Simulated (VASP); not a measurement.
All values below come from r2SCAN meta-GGA, VASP's PBE PAW potentials (set 64) (plane waves; VASP 6.6.1). Each cell was relaxed at this level, without spin-orbit coupling.

Task: Which of these comes out without a gap?
A) Mo, Im-3m (229)
B) BN, P6_3/mmc (194)
C) SiO2, P4_12_12 (92)
D) AlN, P6_3mc (186)

Result: A, Mo, Im-3m (229). The others have gaps of 4.93 eV (AlN, P6_3mc (186)), 4.87 eV (BN, P6_3/mmc (194)), 6.35 eV (SiO2, P4_12_12 (92)).
